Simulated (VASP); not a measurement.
# CaCoAu3 (Pm-3m) in VASP: reference runs

Aim: a first look at CaCoAu3 with PBE, on the cell as given.

Program: VASP 6.6.1. These are calculated values, not measurements. Logs are shortened: lines on timing, memory, paths and dates and some standing lists are left out, and cuts for length are marked.

**1. The crystal as given**

The structure is cubic, space group Pm-3m (No. 221). Conventional cell: a = 4.851 Å, b = 4.851 Å, c = 4.851 Å, α = 90.00°, β = 90.00°, γ = 90.00°. Ca (site symmetry m-3m) is surrounded by 12 Au at 3.43 Å. Co (site symmetry m-3m) has 6 Au at 2.43 Å as nearest neighbours. Au (site symmetry 4/mmm) has 2 Co at 2.43 Å as nearest neighbours.

The cell was built by a generator and needn't be a form met in nature.

**2. Single point, PBE, collinear spin, ferromagnetic start**

INCAR

```
ALGO = Normal ; EDIFF = 1E-7
ENCUT = 520 ; GGA = PE
ISIF = 2 ; ISMEAR = -1
ISPIN = 2 ; LASPH = True
LCHARG = True ; LELF = True
LMAXMIX = 4 ; LORBIT = 11
LREAL = False ; LVHAR = True
LWAVE = False ; MAGMOM = 0 2 0 0 0
NBANDS = 38 ; NELM = 150
PREC = Accurate ; SIGMA = 0.05
```

KPOINTS

```
k-points
0
Gamma
  6 6 6
```

POSCAR

```
CaCoAu3
1.0
    4.8510400000      0.0000000000      0.0000000000
    0.0000000000      4.8510400000      0.0000000000
    0.0000000000      0.0000000000      4.8510400000
Ca Co Au
1 1 3
Direct
    0.0000000000      0.0000000000      0.0000000000
    0.5000000000      0.5000000000      0.5000000000
    0.0000000000      0.5000000000      0.5000000000
    0.5000000000      0.0000000000      0.5000000000
    0.5000000000      0.5000000000      0.0000000000
```

Potentials or basis: VASP PAW PBE potentials, release 64 (Ca_sv, Co, Au).

Started as:

```sh
cat potpaw_PBE.64/Ca_sv/POTCAR potpaw_PBE.64/Co/POTCAR potpaw_PBE.64/Au/POTCAR > POTCAR
mpirun -np 1 vasp_std > vasp.out
```

OUTCAR:

```text
EDIFF = 1E-7
   ENCUT = 520
   GGA = PE
   ISIF = 2
   ISMEAR = -1
   ISPIN = 2
   LASPH = True
   LORBIT = 11
   LREAL = False
   NELM = 150
   PREC = Accurate

 ion  position               nearest neighbor table
   1  0.000  0.000  0.000-
   2  0.500  0.500  0.500-   3 2.43   4 2.43   5 2.43   5 2.43   4 2.43   3 2.43
   3  0.000  0.500  0.500-   2 2.43   2 2.43   5 3.43   5 3.43   4 3.43   4 3.43   4 3.43   5 3.43
                             5 3.43   4 3.43
   4  0.500  0.000  0.500-   2 2.43   2 2.43   5 3.43   5 3.43   3 3.43   3 3.43   5 3.43   5 3.43
                             3 3.43   3 3.43
   5  0.500  0.500  0.000-   2 2.43   2 2.43   4 3.43   3 3.43   3 3.43   4 3.43   4 3.43   4 3.43
                             3 3.43   3 3.43

  LATTYP: Found a simple cubic cell.
 ALAT       =     4.8510400000

  Lattice vectors:

 A1 = (   4.8510400000,   0.0000000000,   0.0000000000)
 A2 = (   0.0000000000,   4.8510400000,   0.0000000000)
 A3 = (   0.0000000000,   0.0000000000,   4.8510400000)

Analysis of symmetry for initial positions (statically):
=====================================================================
 Subroutine PRICEL returns:
 Original cell was already a primitive cell.

 Routine SETGRP: Setting up the symmetry group for a
 simple cubic supercell.

 Subroutine GETGRP returns: Found 48 space group operations
 (whereof 48 operations were pure point group operations)
 out of a pool of 48 trial point group operations.

The static configuration has the point symmetry O_h .

Analysis of symmetry for dynamics (positions and initial velocities):
=====================================================================
 Subroutine PRICEL returns:
 Original cell was already a primitive cell.

 Routine SETGRP: Setting up the symmetry group for a
 simple cubic supercell.

 Subroutine GETGRP returns: Found 48 space group operations
 (whereof 48 operations were pure point group operations)
 out of a pool of 48 trial point group operations.

The dynamic configuration has the point symmetry O_h .

Analysis of structural, dynamic, and magnetic symmetry:
=====================================================================
 Subroutine PRICEL returns:
 Original cell was already a primitive cell.

 Routine SETGRP: Setting up the symmetry group for a
 simple cubic supercell.

 Subroutine GETGRP returns: Found 48 space group operations
 (whereof 48 operations were pure point group operations)
 out of a pool of 48 trial point group operations.

The overall configuration has the point symmetry O_h .

 Subroutine INISYM returns: Found 48 space group operations
 (whereof 48 operations are pure point group operations),
 and found     1 'primitive' translations

----------------------------------------------------------------------------------------

                                     Primitive cell

  volume of cell :     114.1575

  direct lattice vectors                    reciprocal lattice vectors
     4.851040000  0.000000000  0.000000000     0.206141364  0.000000000  0.000000000
     0.000000000  4.851040000  0.000000000     0.000000000  0.206141364  0.000000000
     0.000000000  0.000000000  4.851040000     0.000000000  0.000000000  0.206141364

  length of vectors
     4.851040000  4.851040000  4.851040000     0.206141364  0.206141364  0.206141364

  position of ions in fractional coordinates (direct lattice)
     0.000000000  0.000000000  0.000000000
     0.500000000  0.500000000  0.500000000
     0.000000000  0.500000000  0.500000000
     0.500000000  0.000000000  0.500000000
     0.500000000  0.500000000  0.000000000

  ion indices of the primitive-cell ions
   primitive index   ion index
                 1           1
                 2           2
                 3           3
                 4           4
                 5           5

----------------------------------------------------------------------------------------

 KPOINTS: k-points

Automatic generation of k-mesh.
 Grid dimensions read from file:
 generate k-points for:    6    6    6

 Generating k-lattice:

  Cartesian coordinates                     Fractional coordinates (reciprocal lattice)
     0.034356894  0.000000000  0.000000000     0.166666667  0.000000000  0.000000000
     0.000000000  0.034356894  0.000000000     0.000000000  0.166666667  0.000000000
     0.000000000  0.000000000  0.034356894     0.000000000  0.000000000  0.166666667

  Length of vectors
     0.034356894  0.034356894  0.034356894

  Shift w.r.t. Gamma in fractional coordinates (k-lattice)
     0.000000000  0.000000000  0.000000000

 Subroutine IBZKPT returns following result:
 ===========================================

 Found     20 irreducible k-points:

 Following reciprocal coordinates:
            Coordinates               Weight
  0.000000  0.000000  0.000000      1.000000
  0.166667  0.000000  0.000000      6.000000
  0.333333  0.000000  0.000000      6.000000
  0.500000  0.000000  0.000000      3.000000
  0.166667  0.166667  0.000000     12.000000
  0.333333  0.166667  0.000000     24.000000
[... 12 lines left out ...]
  0.500000  0.500000  0.333333      6.000000
  0.500000  0.500000  0.500000      1.000000
   k-points           NKPTS =     20   k-points in BZ     NKDIM =     20   number of bands    NBANDS=     38
   number of dos      NEDOS =    301   number of ions     NIONS =      5
   total plane-waves  NPLWV =  46656
   dimension x,y,z NGX =    36 NGY =   36 NGZ =   36
   dimension x,y,z NGXF=    72 NGYF=   72 NGZF=   72
   ions per type =               1   1   3
   NGX,Y,Z   is equivalent  to a cutoff of  12.34, 12.34, 12.34 a.u.
   NGXF,Y,Z  is equivalent  to a cutoff of  24.67, 24.67, 24.67 a.u.
 SYSTEM =  unknown system
   PREC   = accura    normal or accurate (medium, high low for compatibility)
   ISTART =      0    job   : 0-new  1-cont  2-samecut
   ICHARG =      2    charge: 1-file 2-atom 10-const
   ISPIN  =      2    spin polarized calculation?
   LNONCOLLINEAR =      F non collinear calculations
   LSORBIT =      F    spin-orbit coupling
   LASPH  =      T    aspherical Exc in radial PAW
   ENCUT  =  520.0 eV  38.22 Ry    6.18 a.u.   9.02  9.02  9.02*2*pi/ulx,y,z
   NELM   =    150;   NELMIN=  2; NELMDL= -5     # of ELM steps
   EDIFF  = 0.1E-06   stopping-criterion for ELM
   LREAL  =      F    real-space projection
   EDIFFG = 0.1E-05   stopping-criterion for IOM
   NSW    =      0    number of steps for IOM
   IBRION =     -1    ionic relax: 0-MD 1-quasi-New 2-CG
   NFREE  =      0    steps in history (QN), initial steepest desc. (CG)
   ISIF   =      2    stress and relaxation
   ISYM   =      2    0-nonsym 1-usesym 2-fastsym
   POTIM  = 0.5000    time-step for ionic-motion
   TEBEG  =    0.0;   TEEND  =   0.0 temperature during run
   PSTRESS=    0.0 pullay stress
   NELECT =      52.0000    total number of electrons
   NUPDOWN=      -1.0000    fix difference up-down
   EMIN   =  10.00;   EMAX   =-10.00  energy-range for DOS
   EFERMI =   0.00;   METHOD = LEGACY
   ISMEAR =    -1;   SIGMA  =   0.05  broadening in eV -4-tet -1-fermi 0-gaus
   EFERMI_NEDOS =   21; number of points for ismear=-14 and -15
   IALGO  =     38    algorithm
   IMIX   =      4    mixing-type and parameters
     AMIX     =   0.40;   BMIX     =  1.00
     AMIX_MAG =   1.60;   BMIX_MAG =  1.00
  volume/ion in A,a.u.               =      22.83       154.07
  Fermi-wavevector in a.u.,A,eV,Ry     =   1.259624  2.380345 21.587736  1.586654
  Thomas-Fermi vector in A             =   2.393175
   LORBIT       =     11    0 simple, 1 ext, 2 COOP (PROOUT), +10 PAW based schemes
   GGA     = PE    functional components
   LHFCALC =     F    Hartree Fock is set to
   AEXX    =    0.0000 exact exchange contribution
   IVDW    =     0    specifies the selected vdW correction
   LEPSILON=     F    determine dielectric tensor
   LRPA    =     F    only Hartree local field effects (RPA)
 spin polarized calculation
  energy-cutoff  :      520.00
  volume of cell :      114.16
 maximum number of plane-waves:      3112
   NGX = 19   NGY = 19   NGZ = 19

 number of electron      51.9999996 magnetization       1.5692637

 Free energy of the ion-electron system (eV)
  ---------------------------------------------------
  ext. energy  EPLUGINS =         0.00000000
  ---------------------------------------------------
  free energy    TOTEN  =       -18.76826097 eV

  energy without entropy =      -18.71707889  energy(sigma->0) =      -18.74266993

 E-fermi :   5.3068     XC(G=0): -10.3098

 val. band max:        5.3047014814   @ k =   0.1667   0.1667   0.1667
 cond. band min:       5.3108100087   @ k =   0.5000   0.3333   0.1667
 fundamental gap:      0.0061085274
 Fermi energy:         5.3067689454

 spin component 1

 k-point     1 :       0.0000    0.0000    0.0000
  band No.  band energies     occupation
      1     -36.7348      1.00000
      2     -17.6881      1.00000
      3     -17.6881      1.00000
      4     -17.6881      1.00000
      5      -2.3047      1.00000
      6      -0.0551      1.00000
[... 30 lines left out ...]
     37      12.1282      0.00000
     38      12.1282      0.00000

 k-point     2 :       0.1667    0.0000    0.0000
  band No.  band energies     occupation
      1     -36.7348      1.00000
      2     -17.6902      1.00000
      3     -17.6882      1.00000
      4     -17.6882      1.00000
      5      -2.1258      1.00000
      6      -0.0331      1.00000
[... 30 lines left out ...]
     37      11.8883      0.00000
     38      11.8883      0.00000
[... 695 lines left out ...]
     37      10.3584      0.00000
     38      15.5686      0.00000

 k-point    20 :       0.5000    0.5000    0.5000
  band No.  band energies     occupation
      1     -36.7343      1.00000
      2     -17.6934      1.00000
      3     -17.6934      1.00000
      4     -17.6934      1.00000
      5      -0.1210      1.00000
      6      -0.1210      1.00000
[... 30 lines left out ...]
     37       9.8060      0.00000
     38      16.9324      0.00000
 Fermi energy:         5.3067689454

 spin component 2

 k-point     1 :       0.0000    0.0000    0.0000
  band No.  band energies     occupation
      1     -36.7450      1.00000
      2     -17.6988      1.00000
      3     -17.6988      1.00000
      4     -17.6988      1.00000
      5      -2.2453      1.00000
      6       0.1608      1.00000
[... 30 lines left out ...]
     37      12.0775      0.00000
     38      12.0775      0.00000

 k-point     2 :       0.1667    0.0000    0.0000
  band No.  band energies     occupation
      1     -36.7449      1.00000
      2     -17.7009      1.00000
      3     -17.6988      1.00000
      4     -17.6988      1.00000
      5      -2.0639      1.00000
      6       0.1978      1.00000
[... 30 lines left out ...]
     37      11.8949      0.00000
     38      11.8949      0.00000
[... 695 lines left out ...]
     37      10.3404      0.00000
     38      15.7204      0.00000

 k-point    20 :       0.5000    0.5000    0.5000
  band No.  band energies     occupation
      1     -36.7445      1.00000
      2     -17.7041      1.00000
      3     -17.7041      1.00000
      4     -17.7041      1.00000
      5      -0.0926      1.00000
      6      -0.0926      1.00000
[... 30 lines left out ...]
     37       9.7797      0.00000
     38      16.8895      0.00000

------------------------ aborting loop because EDIFF is reached ----------------------------------------

  FORCE on cell =-STRESS in cart. coord.  units (eV):
  Direction    XX          YY          ZZ          XY          YZ          ZX
  --------------------------------------------------------------------------------------
  -------------------------------------------------------------------------------------
  Total       -0.1709037     -0.1709037     -0.1709037      0.0000000      0.0000000     -0.0000000
  in kB       -2.3985982     -2.3985982     -2.3985982      0.0000000      0.0000000     -0.0000000
  external PRESSURE =      -2.3985982 kB  Pullay stress =       0.0000000 kB

 VOLUME and BASIS-vectors are now :
 -----------------------------------------------------------------------------
  energy-cutoff  :      520.00
  volume of cell :      114.16
      direct lattice vectors                 reciprocal lattice vectors
     4.851040000  0.000000000  0.000000000     0.206141364  0.000000000  0.000000000
     0.000000000  4.851040000  0.000000000     0.000000000  0.206141364  0.000000000
     0.000000000  0.000000000  4.851040000     0.000000000  0.000000000  0.206141364

 POSITION                                       TOTAL-FORCE (eV/Angst)
 -----------------------------------------------------------------------------------
      0.00000      0.00000      0.00000         0.000000      0.000000      0.000000
      2.42552      2.42552      2.42552         0.000000      0.000000      0.000000
      0.00000      2.42552      2.42552         0.000000      0.000000      0.000000
      2.42552      0.00000      2.42552         0.000000      0.000000      0.000000
      2.42552      2.42552      0.00000         0.000000      0.000000      0.000000
 -----------------------------------------------------------------------------------
    total drift:                                0.000000      0.000000      0.000000

  FREE ENERGIE OF THE ION-ELECTRON SYSTEM (eV)
  ---------------------------------------------------
  free  energy   TOTEN  =       -18.7682609736 eV

  energy  without entropy=      -18.7170788857  energy(sigma->0) =      -18.74266993

 total charge

# of ion       s       p       d       tot
------------------------------------------
    1        2.024   5.833   0.144   8.002
    2        0.495   0.450   7.306   8.250
    3        0.719   0.235   8.723   9.677
    4        0.719   0.235   8.723   9.677
    5        0.719   0.235   8.723   9.677
--------------------------------------------------
tot          4.675   6.987  33.619  45.282

 magnetization (x)

# of ion       s       p       d       tot
------------------------------------------
    1        0.001  -0.002  -0.010  -0.011
    2        0.012   0.014   1.536   1.562
    3       -0.013  -0.012   0.057   0.032
    4       -0.013  -0.012   0.057   0.032
    5       -0.013  -0.012   0.057   0.032
--------------------------------------------------
tot         -0.026  -0.024   1.697   1.646
```

Wall time 3.6 min (1 thread of Intel Xeon Platinum 8488C (Sapphire Rapids), shared host); peak memory 0.32 GiB.

What came out:

| Quantity | Value |
| --- | --- |
| Free energy | -18.7683 eV |
| Pressure | -0.2 GPa |
| Band gap on the k mesh | none (metal or under the smearing width) |
| Net moment | 1.57 μB per cell |
| Site moments | Ca -0.01; Co +1.56; Au +0.03 μB |
| Valence electrons inside the program's atomic spheres | Ca 8.00; Co 8.25; Au 9.68 |

The run has no spin-orbit coupling, so splittings on Au are missing.
